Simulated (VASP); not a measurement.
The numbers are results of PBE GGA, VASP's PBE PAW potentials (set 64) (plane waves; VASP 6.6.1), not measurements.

VASP ran on this input.

**POSCAR**
```
Cl
1
    1.5200000000    -4.8064230000     0.0000000000
    1.5200000000     4.8064230000     0.0000000000
    0.0000000000     0.0000000000     4.0149550000
Cl
4
Direct
  0.3983200000   0.6016800000   0.5805600000
  0.6016800000   0.3983200000   0.4194400000
  0.8983200000   0.1016800000   0.9194400000
  0.1016800000   0.8983200000   0.0805600000
```

KPOINTS:
```
Automatic mesh
0
Gamma
7 7 5
0 0 0
```

**INCAR**
```
SYSTEM  =  Cl
PREC  =  Accurate; ENCUT  =  400; LREAL  =  .False.
LASPH  =  .True.
EDIFF  =  1E-6; NELM  =  100; ALGO  =  Damped
ISMEAR  =  0; SIGMA  =  0.05
GGA  =  PE
ISIF  =  2
LWAVE  =  .False.; LCHARG  =  .False.
```

POTCAR, in this order: Cl (PBE.64 set). Program: vasp_std.

Output

OSZICAR:
```
       N       E                     dE             d eps       ncg     rms           ort
DAV:   1     0.253956355202E+03    0.25396E+03   -0.11966E+04   864   0.119E+03
DAV:   2     0.513361252465E+02   -0.20262E+03   -0.19686E+03   864   0.300E+02
DAV:   3     0.158398032027E+02   -0.35496E+02   -0.34310E+02   864   0.114E+02
DAV:   4     0.829386987491E+01   -0.75459E+01   -0.72710E+01   864   0.551E+01
DAV:   5     0.635170256067E+01   -0.19422E+01   -0.18971E+01   864   0.221E+01
SDA:   6     0.639659803405E+01    0.44895E-01   -0.45654E+00   864   0.114E+01   0.000E+00
DMP:   7     0.603042585123E+01   -0.36617E+00   -0.29974E+00   864   0.487E+00   0.687E+00
DMP:   8     0.580748443757E+01   -0.22294E+00   -0.13485E+00   864   0.203E+00   0.352E+00
DMP:   9     0.570276551873E+01   -0.10472E+00   -0.78439E-01   864   0.131E+00   0.171E+00
DMP:  10     0.562176866604E+01   -0.80997E-01   -0.96646E-01   864   0.150E+00   0.239E+00
DMP:  11     0.554208970896E+01   -0.79679E-01   -0.75191E-01   864   0.106E+00   0.213E+00
DMP:  12     0.548347166799E+01   -0.58618E-01   -0.32812E-01   864   0.438E-01   0.100E+00
DMP:  13     0.545505817976E+01   -0.28413E-01   -0.18065E-01   864   0.231E-01   0.578E-01
DMP:  14     0.543951712697E+01   -0.15541E-01   -0.90956E-02   864   0.109E-01   0.309E-01
DMP:  15     0.543193810091E+01   -0.75790E-02   -0.39792E-02   864   0.448E-02   0.143E-01
DMP:  16     0.542872024425E+01   -0.32179E-02   -0.15360E-02   864   0.163E-02   0.578E-02
DMP:  17     0.542752174794E+01   -0.11985E-02   -0.51455E-03   864   0.517E-03   0.201E-02
DMP:  18     0.542713639023E+01   -0.38536E-03   -0.15210E-03   864   0.153E-03   0.594E-03
DMP:  19     0.542702755764E+01   -0.10883E-03   -0.41873E-04   864   0.474E-04   0.150E-03
DMP:  20     0.542699891632E+01   -0.28641E-04   -0.12646E-04   864   0.181E-04   0.354E-04
DMP:  21     0.542699049574E+01   -0.84206E-05   -0.47686E-05   864   0.795E-05   0.104E-04
DMP:  22     0.542698723791E+01   -0.32578E-05   -0.21742E-05   864   0.369E-05   0.456E-05
DMP:  23     0.542698566281E+01   -0.15751E-05   -0.10357E-05   864   0.166E-05   0.243E-05
DMP:  24     0.542698488709E+01   -0.77572E-06   -0.49629E-06   864   0.751E-06   0.128E-05
   1 F= 0.54269849E+01 E0= 0.54274605E+01  d E =-.951318E-03
```

**OUTCAR**
```
------------------------ aborting loop because EDIFF is reached ----------------------------------------
  FORCE on cell =-STRESS in cart. coord.  units (eV):
  Direction    XX          YY          ZZ          XY          YZ          ZX
  --------------------------------------------------------------------------------------
  Total       33.4717541     22.2343462     28.3810393      0.0000000      0.0000000      0.0000000
  in kB      914.1401835    607.2376502    775.1087200      0.0000000      0.0000000      0.0000000
  external PRESSURE =     765.4955179 kB  Pullay stress =       0.0000000 kB
  volume of cell :       58.66
      direct lattice vectors                 reciprocal lattice vectors
     1.520000000 -4.806423000  0.000000000     0.328947368 -0.104027465  0.000000000
     1.520000000  4.806423000  0.000000000     0.328947368  0.104027465  0.000000000
     0.000000000  0.000000000  4.014955000     0.000000000  0.000000000  0.249068794
 POSITION                                       TOTAL-FORCE (eV/Angst)
 -----------------------------------------------------------------------------------
      1.52000      0.97743      2.33092         0.000000      4.798014     -5.878836
      1.52000     -0.97743      1.68403         0.000000     -4.798014      5.878836
      1.52000     -3.82899      3.69151         0.000000      4.798014      5.878836
      1.52000      3.82899      0.32344         0.000000     -4.798014     -5.878836
 -----------------------------------------------------------------------------------
    total drift:                                0.000000     -0.000000     -0.000000
  FREE ENERGIE OF THE ION-ELECTRON SYSTEM (eV)
  ---------------------------------------------------
  free  energy   TOTEN  =         5.4269848871 eV

  energy  without entropy=        5.4279362053  energy(sigma->0) =        5.42746055
```
(Selected blocks of OUTCAR.)

The structure was generated: Cl was put into the black-P type (Cmce), which need not be its known phase. The cell was not relaxed at this level. The run is one of a series of settings (ALGO = Damped against the base run), some of them coarse on purpose.
